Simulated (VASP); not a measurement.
Here is the system:

```xyz
2
Lattice="0.0000 2.8515 2.8515 2.8515 0.0000 2.8515 2.8515 2.8515 0.0000" Properties=species:S:1:pos:R:3 pbc="T T T"
Ag     0.0000     0.0000     0.0000
Cl     2.8515     2.8515     2.8515
```

Calculation: PW91 GGA, VASP's PBE PAW potentials (set 64) (plane waves; VASP 6.6.1). Run with 520 eV cut-off, 8×8×8 Γ-centred mesh, Gaussian smearing of 0.050 eV, potentials Ag Cl.

Problem. Give the stress tensor in GPa (positive for a compressed cell).

Solution. 
```
-2.20   0.00   0.00
 0.00  -2.20   0.00
 0.00   0.00  -2.20
```
The pressure is its mean diagonal, -2.20 GPa.

The compound is AgCl in the rock salt structure. This cell is one point of a volume scan, at 1.06 of the reference volume.
